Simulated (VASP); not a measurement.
An input for Ansatz (written as the equivalent of a VASP run, and not itself run):

Ansatz 0.2 input:
```yaml
crystal:
  lattice:
    - [3.1899159, 0.0000000, 0.0000000]
    - [-1.5949579, 2.7625482, 0.0000000]
    - [0.0000000, 0.0000000, 13.9187378]
  atoms:
    - { symbol: W, position: [0.6666670, 0.3333330, 0.7500000] }
    - { symbol: W, position: [0.3333330, 0.6666670, 0.2500000] }
    - { symbol: S, position: [0.6666670, 0.3333330, 0.3629407] }
    - { symbol: S, position: [0.3333330, 0.6666670, 0.8629407] }
    - { symbol: S, position: [0.3333330, 0.6666670, 0.6370593] }
    - { symbol: S, position: [0.6666670, 0.3333330, 0.1370593] }
kpoints:
  mp_grid: { grid: [7, 7, 2] }
hamiltonian:
  xc: pbe
  pseudopotentials: { kind: paw }
scf:
  occupations: { method: gaussian, width: 0.05 }
  max_iter: 100
relax:
  max_steps: 60
  f_tol: 0.02
  cell: {}
output: { forces: true, stress: true, eigenvalues: true }
```

Problem. Translate this input to VASP (INCAR, KPOINTS, POSCAR, choice of POTCAR).

Solution. Several could match; the one computed here: 
### KPOINTS
```
Automatic
0
Gamma
7 7 2
```

### INCAR
```
# general
SYSTEM =WS2
PREC   =Accurate
ENCUT  =480   # plane-wave cut-off (eV)
LREAL  =.FALSE.   # projection in real space or not
LASPH  =.TRUE.   # aspherical one-centre terms

# electronic loop
EDIFF  =1E-6
NELM   =100   # most electronic steps
ALGO   =Normal
LMAXMIX=6   # l cut-off of mixed one-centre charges

# smearing
ISMEAR =0
SIGMA  =0.05

# functional
GGA    =PE   # PBE

# ions
IBRION =2
NSW    =60
ISIF   =3   # ions, shape and volume
EDIFFG =-0.02

# output
LWAVE  =.FALSE.
LCHARG =.FALSE.
```

**POSCAR**
```
WS2
1
    3.1899158734     0.0000000000     0.0000000000
   -1.5949579367     2.7625481596     0.0000000000
   -0.0000000000    -0.0000000000    13.9187378054
W S
2 4
Direct
  0.6666670000   0.3333330000   0.7500000000
  0.3333330000   0.6666670000   0.2500000000
  0.6666670000   0.3333330000   0.3629407444
  0.3333330000   0.6666670000   0.8629407444
  0.3333330000   0.6666670000   0.6370592556
  0.6666670000   0.3333330000   0.1370592556
```

POTCAR, in this order: W_sv S (PBE.64 set). Program: vasp_std.

Limits of the translation: each code has its own PAW files, so the cut-off isn't converted (ENCUT is set for VASP's; basis.ecutwfc is left out, and Ansatz then takes the one that its files recommend); Ansatz stops its SCF on the density residual and VASP on the energy change (EDIFF).

The compound is WS2 in the 2H layered structure. This run relaxes it. Symmetry was kept, so distortions that lower it aren't found. The start is the result of an earlier pass.
